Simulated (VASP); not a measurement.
Output of a VASP run:

### OSZICAR
```
...
DAV:  10    -0.848533010281E+01   -0.68810E-06   -0.99174E-05  1086   0.139E-01    0.130E-02
DAV:  11    -0.848532828396E+01    0.18188E-05   -0.13030E-05  1146   0.514E-02    0.124E-02
DAV:  12    -0.848532848833E+01   -0.20437E-06   -0.12416E-06   600   0.104E-02
   1 F= 0.32492194E+01 E0= 0.32492194E+01  d E =0.324922E+01
       N       E                     dE             d eps       ncg     rms          rms(c)
DAV:   1    -0.223779016266E+02   -0.13893E+02   -0.40211E+02  1010   0.340E+02    0.276E+01
DAV:   2    -0.570796450089E+01    0.16670E+02   -0.43359E+01   962   0.221E+02    0.771E+00
DAV:   3    -0.409536793732E+01    0.16126E+01   -0.57655E+00  1070   0.551E+01    0.173E+00
DAV:   4    -0.410222280028E+01   -0.68549E-02   -0.49036E-01  1178   0.826E+00    0.761E-01
DAV:   5    -0.412187925675E+01   -0.19656E-01   -0.21405E-02  1070   0.128E+00    0.312E-01
DAV:   6    -0.412788135471E+01   -0.60021E-02   -0.80345E-03  1180   0.194E+00    0.852E-02
DAV:   7    -0.412785723398E+01    0.24121E-04   -0.70484E-04  1020   0.266E-01    0.374E-02
DAV:   8    -0.412785539464E+01    0.18393E-05   -0.20007E-05  1128   0.698E-02    0.272E-02
DAV:   9    -0.412785534302E+01    0.51628E-07   -0.18910E-06   654   0.223E-02
   2 F= 0.45752058E+01 E0= 0.45758797E+01  d E =0.132599E+01
       N       E                     dE             d eps       ncg     rms          rms(c)
DAV:   1    -0.159191930220E+02   -0.11791E+02   -0.32557E+02   992   0.513E+02    0.168E+01
DAV:   2    -0.932564490104E+01    0.65935E+01   -0.20355E+01   986   0.878E+01    0.640E+00
DAV:   3    -0.784273931316E+01    0.14829E+01   -0.67445E+00   980   0.516E+01    0.108E+00
DAV:   4    -0.784031623767E+01    0.24231E-02   -0.27228E-01  1134   0.821E+00    0.539E-01
DAV:   5    -0.783409540374E+01    0.62208E-02   -0.11392E-02  1106   0.189E+00    0.161E-01
DAV:   6    -0.783384710615E+01    0.24830E-03   -0.13872E-03  1274   0.465E-01    0.741E-02
DAV:   7    -0.783371469355E+01    0.13241E-03   -0.67591E-04   952   0.667E-01    0.333E-02
DAV:   8    -0.783370551709E+01    0.91765E-05   -0.65691E-05  1214   0.121E-01    0.925E-03
DAV:   9    -0.783370435392E+01    0.11632E-05   -0.83415E-06  1016   0.708E-02    0.349E-03
DAV:  10    -0.783370434154E+01    0.12378E-07   -0.52498E-07   436   0.157E-02
   3 F= 0.30994773E+01 E0= 0.30994773E+01  d E =-.149742E+00
       N       E                     dE             d eps       ncg     rms          rms(c)
DAV:   1    -0.779653637053E+01    0.37168E-01   -0.75296E-02  1016   0.617E+00    0.287E-01
DAV:   2    -0.779444986515E+01    0.20865E-02   -0.44189E-03   998   0.169E+00    0.100E-01
DAV:   3    -0.779409510377E+01    0.35476E-03   -0.14381E-03  1016   0.870E-01    0.132E-02
DAV:   4    -0.779409704329E+01   -0.19395E-05   -0.43450E-05   884   0.808E-02    0.670E-03
DAV:   5    -0.779409763146E+01   -0.58817E-06   -0.41652E-06   986   0.340E-02
   4 F= 0.30989689E+01 E0= 0.30989689E+01  d E =-.150250E+00
       N       E                     dE             d eps       ncg     rms          rms(c)
DAV:   1    -0.777809497451E+01    0.16002E-01   -0.12754E-02  1022   0.255E+00    0.117E-01
DAV:   2    -0.777774368279E+01    0.35129E-03   -0.74076E-04  1010   0.692E-01    0.409E-02
DAV:   3    -0.777768390928E+01    0.59774E-04   -0.24291E-04  1022   0.358E-01    0.545E-03
DAV:   4    -0.777768424928E+01   -0.34000E-06   -0.74319E-06   854   0.337E-02
   5 F= 0.30989765E+01 E0= 0.30989765E+01  d E =-.150243E+00
```

File OUTCAR:
```
------------------------ aborting loop because EDIFF is reached ----------------------------------------
  FORCE on cell =-STRESS in cart. coord.  units (eV):
  Direction    XX          YY          ZZ          XY          YZ          ZX
  --------------------------------------------------------------------------------------
  Total       10.9093599     10.9093599     10.9093599      0.0000000      0.0000000      0.0000000
  in kB      451.3528600    451.3528600    451.3528600      0.0000000      0.0000000      0.0000000
  external PRESSURE =       1.3528600 kB  Pullay stress =     450.0000000 kB
  volume of cell :       38.73
      direct lattice vectors                 reciprocal lattice vectors
     0.000000000  2.685269539  2.685269539    -0.186201047  0.186201047  0.186201047
     2.685269539 -0.000000000  2.685269539     0.186201047 -0.186201047  0.186201047
     2.685269539  2.685269539  0.000000000     0.186201047  0.186201047 -0.186201047
  FREE ENERGIE OF THE ION-ELECTRON SYSTEM (eV)
  ---------------------------------------------------
  free  energy   TOTEN  =        -7.7776842493 eV

  energy  without entropy=       -7.7776842492  energy(sigma->0) =       -7.77768425
  enthalpy is  TOTEN    =         3.0989765095 eV   P V=       10.8766607587

 reached required accuracy - stopping structural energy minimisation
```
(Selected blocks of OUTCAR.)

POSCAR:
```
PbSe
1
    0.0000000000     2.7540901011     2.7540901011
    2.7540901011     0.0000000000     2.7540901011
    2.7540901011     2.7540901011     0.0000000000
Pb Se
1 1
Direct
  0.0000000000   0.0000000000   0.0000000000
  0.5000000000   0.5000000000   0.5000000000
```

**Question.** Write an INCAR and KPOINTS that could have produced this output.

**Answer.** One answer among several that fit: the input of the run itself, LDA (Ceperley-Alder, Perdew-Zunger), plane waves, VASP's LDA PAW potentials (set 64).

INCAR:
```
# general
SYSTEM  = PbSe
PREC    = Accurate
ENCUT   = 500
LREAL   = F
LASPH   = T

# electronic loop
EDIFF   = 1E-6
NELM    = 100
ALGO    = Normal
LMAXMIX = 4

# smearing
ISMEAR  = 0
SIGMA   = 0.05

# ions
IBRION  = 2
NSW     = 40
ISIF    = 3
EDIFFG  = -0.02
PSTRESS = 450

# output
LWAVE   = F
LCHARG  = F
```

File KPOINTS:
```
Automatic mesh
0
Gamma
8 8 8
0 0 0
```

POTCAR, in this order: Pb_d Se (LDA.64 set). Program: vasp_std.

Energy and stress use the plane-wave basis of the starting cell.

The compound is PbSe in the rock salt structure. This run relaxes it under an external pressure of 45 GPa. Symmetry was kept, so distortions that lower it aren't found.
